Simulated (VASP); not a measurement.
Consider the following.

```
HgTe
1.0
    0.00000     3.33620     3.33620
    3.33620     0.00000     3.33620
    3.33620     3.33620     0.00000
Hg Te
1 1
Direct
  0.00000   0.00000   0.00000
  0.25000   0.25000   0.25000
```

Calculation: AM05 GGA, VASP's PBE PAW potentials (set 64) (plane waves; VASP). Settings: 520 eV cut-off, 10×10×10 Γ-centred mesh, first-order Methfessel-Paxton smearing of 0.10 eV, potentials Hg Te.

Q: Give the stress tensor in GPa (positive for a compressed cell).

A: 
```
-1.97   0.00   0.00
 0.00  -1.97   0.00
 0.00   0.00  -1.97
```
The pressure is its mean diagonal, -1.97 GPa.

The compound is HgTe in the zinc blende structure. This cell is one point of a volume scan, at 1.06 of the reference volume.
